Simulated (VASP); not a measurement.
## ScInTeSe: relaxation of cell and atoms with PBE

Crystal: ScInTeSe.

```
CELL_PARAMETERS angstrom
-2.66313 3.12405 3.86562
2.66313 -3.12405 3.86562
2.66313 3.12405 -3.86562
ATOMIC_POSITIONS crystal
Sc 0.50000 0.50000 0.00000
In 0.00000 0.00000 0.00000
Te 0.50000 0.00000 0.50000
Se 0.00000 0.50000 0.50000
```

The cell was built by a generator and needn't be a form met in nature.

```json
{"Program": "VASP 6.6.1", "Task": "relaxation of cell and atoms", "Functional": "PBE", "Potentials or basis": "VASP PAW PBE potentials, release 64 (Sc_sv, In_d, Te, Se)", "Cutoff": "520 eV", "k mesh": "4 × 4 × 4", "Occupations": "gaussian, width 0.15 eV", "Spin": "no spin polarisation", "Further INCAR settings": "PREC = Normal; ALGO = Fast; EDIFF = 0.0001; IBRION = 2; EDIFFG = -0.08; NSW = 24; ISIF = 3"}
```

| Property | Result |
| --- | --- |
| Relaxed volume | 31.73 Å³/atom |
| Relaxed cell | a = 5.607 Å, b = 5.607 Å, c = 5.607 Å, α = 118.07°, β = 119.43°, γ = 92.18° |
| Space group after relaxing (to 0.05 Å) | Immm (No. 71) |
| Energy gained by relaxing | 114.6 meV/atom |
| Ionic steps | 4 |
| Pressure after relaxing | 0.1 GPa |
| Band gap on the k mesh | none (metal or under the smearing width) |

Stress tensor (GPa, compression positive):
```
 0.36  0.00  0.00
 0.00  0.01  0.00
 0.00  0.00 -0.01
```

The path:
| step | energy change (eV) | largest force (eV/Å) | pressure (GPa) | volume (Å³) |
| --- | --- | --- | --- | --- |
| 1 | 0.0000 | 0.0000 | 2.03 | 128.64 |
| 2 | -0.2737 | 0.0000 | -3.16 | 135.79 |
| 3 | -0.2777 | 0.0000 | -2.56 | 134.35 |
| 4 | -0.4582 | 0.0000 | 0.12 | 126.91 |

Final structure:
```
CELL_PARAMETERS angstrom
-2.88509 2.82786 3.88887
2.88509 -2.82786 3.88887
2.88509 2.82786 -3.88887
ATOMIC_POSITIONS crystal
Sc 0.50000 0.50000 0.00000
In 0.00000 0.00000 0.00000
Te 0.50000 0.00000 0.50000
Se 0.00000 0.50000 0.50000
```

Levels at points of the mesh, in eV from the Fermi level:
```csv
k point,band 14,band 15,band 16,band 17,band 18,band 19,band 20,band 21,band 22
"(0.00, 0.00, 0.00)",-3.42,-2.53,-2.33,-2.11,-1.20,0.06,0.13,0.28,0.59
"(0.50, 0.00, 0.00)",-3.91,-2.93,-2.58,-2.12,-0.09,0.46,1.04,1.20,1.36
"(0.00, 0.50, 0.00)",-4.17,-2.95,-2.71,-2.11,0.06,0.32,0.60,1.01,1.23
"(0.50, 0.50, 0.00)",-3.31,-3.06,-1.16,-0.99,-0.20,0.19,0.90,1.39,1.91
"(0.50, 0.50, 0.50)",-4.18,-3.59,-2.01,-1.76,-0.28,0.25,0.61,0.75,1.07
```

Wall time 120 s on 1 thread of Intel(R) Xeon(R) Platinum 8259CL CPU @ 2.50GHz (Skylake/Cascade Lake) (shared host), peak memory 0.23 GiB.

Caveat: the k mesh is coarse (spacing up to 0.39 Å⁻¹), so the values aren't converged; the relaxation stopped at a loose force limit of 0.08 eV/Å, so its end isn't a converged minimum. The run has no spin-orbit coupling, so splittings on Te are missing.
